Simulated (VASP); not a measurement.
Computed with LDA (Ceperley-Alder, Perdew-Zunger), VASP's LDA PAW potentials (set 64) (plane waves; VASP).

The input files of a VASP run:

### INCAR
```
ALGO = Normal
CSHIFT = 0.1
EDIFF = 1E-7
ENCUT = 400
ISMEAR = 0
LASPH = .TRUE.
LCHARG = .FALSE.
LMAXMIX = 4
LOPTICS = .TRUE.
LREAL = .FALSE.
LWAVE = .FALSE.
NBANDS = 39
NEDOS = 1001
NELM = 100
PREC = Accurate
SIGMA = 0.01
SYSTEM = CuI
```

KPOINTS:
```
K-points
0
gamma
  14 14 14
```

### POSCAR
```
CuI
1
   -0.0000000000     2.9305759412     2.9305759412
    2.9305759412    -0.0000000000     2.9305759412
    2.9305759412     2.9305759412    -0.0000000000
Cu I
1 1
Direct
  0.0000000000   0.0000000000   0.0000000000
  0.2500000000   0.2500000000   0.2500000000
```

POTCAR, in this order: Cu I (LDA.64 set). Program: vasp_std.

**Question.** What will the output report for the number of irreducible k-points (NKPTS), largest plane-wave count, number of space-group operations, FFT grid (NGX, NGY, NGZ)?

**Answer.** 
| Quantity | Result |
|---|---|
| number of irreducible k-points (NKPTS) | 104 |
| largest plane-wave count | 941 |
| number of space-group operations | 24 |
| FFT grid (NGX, NGY, NGZ) | 28 × 28 × 28 |

The compound is CuI in the zinc blende structure. It was relaxed first, which changed the volume by -9 %.
